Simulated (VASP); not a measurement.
Given:

```
CELL_PARAMETERS angstrom
      0.00000     2.93801     2.93801
      2.93801     0.00000     2.93801
      2.93801     2.93801     0.00000
ATOMIC_POSITIONS crystal
  Eu 0.00000 0.00000 0.00000
  S  0.50000 0.50000 0.50000
```

Computed with PBE GGA, VASP's PBE PAW potentials (set 64) (plane waves; VASP 6.6.1). Run with 520 eV cut-off, Gaussian smearing of 0.050 eV, potentials Eu_2 S.

The 4f electrons are frozen in the core of the lanthanide potential, so 4f levels, which can set the real gap, and their magnetism are missing.

**Question.** Give the energies of bands 5 to 10 at the high-symmetry points, in eV from the valence-band maximum.

**Answer.** 
```
band     Γ      X      U      L      W
----  ----  -----  -----  -----  -----
5     0.00  -1.34  -1.55  -2.85  -1.55
6     0.00  -0.43  -1.26  -1.35  -1.13
7     0.00  -0.43  -0.90  -1.35  -1.13
8     3.94   2.01   3.47   5.70   4.73
9     4.08   6.30   6.75   6.44   4.73
10    4.08   6.43   7.31   7.03   6.76
```

The gap is indirect, 2.01 eV, from the valence maximum at Γ to the conduction minimum at X.

The compound is EuS in the rock salt structure. It was relaxed first.
